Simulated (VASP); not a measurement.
Consider the following.

```
CELL_PARAMETERS angstrom
      2.26780    -3.87745     0.00000
      2.26780     3.87745     0.00000
      0.00000     0.00000     4.61791
ATOMIC_POSITIONS crystal
  Ga 0.15573 0.84427 0.91789
  Ga 0.34427 0.65573 0.41789
  Ga 0.65573 0.34427 0.58211
  Ga 0.84427 0.15573 0.08211
```

Level of theory: optB88-vdW, VASP's PBE PAW potentials (set 64) (plane waves; VASP). Settings: 520 eV cut-off, Gaussian smearing of 0.050 eV, potentials Ga_d.

Problem. Give the energies of bands 21 to 30 at the high-symmetry points, in eV from the Fermi level.

Solution. 
```tsv
band	Γ	Y	C0	Z	A0	T	S	R
21	-10.83	-9.20	-8.41	-9.07	-6.79	-7.52	-8.42	-7.13
22	-4.44	-7.14	-7.49	-9.07	-6.79	-7.52	-8.42	-7.13
23	-3.80	-4.25	-6.44	-0.42	-6.00	-5.32	-3.54	-6.13
24	-1.84	-3.03	-1.32	-0.42	-6.00	-5.32	-3.54	-6.13
25	-1.55	-2.03	-1.07	0.04	-3.41	-1.13	-1.35	-1.47
26	-0.72	-1.52	-0.33	0.04	-3.41	-1.13	-1.35	-1.47
27	0.82	1.10	-0.29	0.07	4.05	-0.84	0.66	0.47
28	0.99	1.15	0.84	0.07	4.05	-0.84	0.66	0.47
29	1.17	3.09	1.94	1.93	4.89	6.10	3.86	6.87
30	4.78	3.61	2.81	1.93	4.89	6.10	3.86	6.87
```

It has no gap at this level: it comes out as a metal or semimetal.

The compound is Ga in the alpha structure. It was relaxed first.
